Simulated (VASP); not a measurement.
HfSb (relaxed from the CsCl type structure, space group Pm-3m): computed properties

Level of theory: LDA (Ceperley-Alder, Perdew-Zunger), VASP's LDA PAW potentials (set 64) (plane waves; VASP 6.6.1).

```
Quantity                                                              Result
----------------------------------  ----------------------------------------
space group                                                      Pm-3m (221)
cell                                a = b = c = 3.4702 Å, α = β = γ = 90.00°
volume per atom                                                20.89 Å³/atom
band gap (over mesh and band path)  none (metal, semimetal or under 0.01 eV)
density                                                          11.93 g/cm³
```

HfSb is taken in the cubic space group Pm-3m (No. 221), the CsCl type structure, Pearson symbol cP2. Cell: a = 3.470 Å, b = 3.470 Å, c = 3.470 Å, α = 90.00°, β = 90.00°, γ = 90.00°. Hf on 1a has 8 Sb at 3.005 Å (cubic). Sb on 1b is coordinated by 8 Hf at 3.005 Å and 6 Sb at 3.470 Å. (Neighbours: up to the widest gap in distance over summed covalent radii, below 1.35, at either atom; cation-cation and far metal-metal contacts left out.)

Unless said otherwise, spin-orbit coupling is left out, though it shifts the bands of the heavy elements here.

The structure was generated: HfSb was put into the CsCl type type (Pm-3m), which need not be its known phase. It was relaxed first, which changed the volume by -39 %. Symmetry was kept, so distortions that lower it aren't found. The electron count is odd and the run is not spin-polarised, which forces a metal.
